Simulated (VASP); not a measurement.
Set up this calculation in VASP 6.6.1, as the native input.

- Task: relaxation of cell and atoms
- Functional: LDA
- Potentials or basis: VASP PAW LDA potentials, release 64 (C)
- Cutoff: 600 eV
- k mesh: 12 × 12 × 8
- Occupations: gaussian, width 0.01 eV
- Spin: no spin polarisation
- Dipole correction: no
- Further INCAR settings: ALGO = Normal; EDIFF = 1e-06; IBRION = 2; EDIFFG = -0.002; NSW = 80; ISIF = 3

The structure of C lies in POSCAR:

```
C
1.0
    2.5100000000      0.0000000000      0.0000000000
   -1.2550000000      2.1737237635      0.0000000000
    0.0000000000      0.0000000000      4.1600000000
C
4
Direct
    0.3333333333      0.6666666667      0.0625000000
    0.6666666667      0.3333333333      0.5625000000
    0.6666666667      0.3333333333      0.9375000000
    0.3333333333      0.6666666667      0.4375000000
```

The cell was built by a generator and needn't be a form met in nature.

One way to write it, as run:

INCAR

```
PREC     = Accurate       # precision mode
ENCUT    = 600            # plane-wave cutoff, eV
EDIFF    = 1E-6           # SCF threshold, eV
ISMEAR   = 0              # smearing method
SIGMA    = 0.01           # smearing width, eV
LREAL    = False          # projectors in reciprocal space
LASPH    = True           # aspherical terms in the spheres
NELM     = 100            # most SCF steps
ALGO     = Normal         # electronic algorithm
ISIF     = 3              # what is computed and relaxed
LWAVE    = False          # write WAVECAR
LCHARG   = False          # write CHGCAR
IBRION   = 2              # ionic algorithm
NSW      = 80             # ionic steps
EDIFFG   = -0.002         # ionic threshold
```

KPOINTS

```
Automatic mesh
0
Gamma
  12 12 8
```

Potentials or basis: VASP PAW LDA potentials, release 64 (C).

The run is started by

```console
$ cat potpaw_LDA.64/C/POTCAR > POTCAR
$ mpirun -np 1 vasp_std > vasp.out
```

It gave:

```json
{
  "Relaxed volume": "5.53 Å³/atom",
  "Relaxed cell": "a = 2.485 Å, b = 2.485 Å, c = 4.138 Å, α = 90.00°, β = 90.00°, γ = 120.00°",
  "Space group after relaxing (to 0.05 Å)": "P6_3/mmc (No. 194)",
  "Energy gained by relaxing": "5.5 meV/atom",
  "Ionic steps": "6",
  "Pressure after relaxing": "0.0 GPa",
  "Band gap on the k mesh": "3.01 eV, indirect (least direct gap 4.97 eV)"
}
```

Wall time 92 s on 1 thread of Intel(R) Xeon(R) Platinum 8488C (Sapphire Rapids) (shared host), peak memory 0.13 GiB.
